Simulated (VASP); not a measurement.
SnTe:

```
CELL_PARAMETERS angstrom
0.00000 3.15085 3.15085
3.15085 0.00000 3.15085
3.15085 3.15085 0.00000
ATOMIC_POSITIONS crystal
Sn 0.00000 0.00000 0.00000
Te 0.50000 0.50000 0.50000
```

- Program: VASP 6.6.1
- Task: relaxation of cell and atoms
- Functional: PBE
- Potentials or basis: VASP PAW PBE potentials, release 64 (Sn_d, Te)
- Cutoff: 520 eV
- k mesh: 8 × 8 × 8
- Occupations: gaussian, width 0.02 eV
- Spin: no spin polarisation

At the start: pressure 2.3 GPa; volume 31.28 Å³/atom.

Question: How do energy, volume and symmetry change on relaxing?

Answer: Over 7 steps the energy falls by 11.1 meV/atom and the volume is 32.95 Å³/atom (+5.3 %); space group Fm-3m (No. 225, to 0.05 Å).

Step by step:
| step | energy change (eV) | largest force (eV/Å) | pressure (GPa) | volume (Å³) |
| --- | --- | --- | --- | --- |
| 1 | 0.0000 | 0.0000 | 2.26 | 62.56 |
| 2 | -0.0211 | 0.0000 | -0.45 | 66.65 |
| 3 | -0.0222 | 0.0000 | 0.03 | 65.86 |
| 4 | -0.0222 | 0.0000 | -0.02 | 65.92 |
| 5 | -0.0222 | 0.0000 | 0.04 | 65.90 |
| 6 | -0.0222 | 0.0000 | -0.02 | 65.92 |
| 7 | -0.0222 | 0.0000 | 0.01 | 65.91 |

Final structure:
```yaml
crystal:
  lattice:
    - [0.00000, 3.20605, 3.20605]
    - [3.20605, 0.00000, 3.20605]
    - [3.20605, 3.20605, 0.00000]
  atoms:
    - { symbol: Sn, position: [0.00000, 0.00000, 0.00000] }
    - { symbol: Te, position: [0.50000, 0.50000, 0.50000] }
```
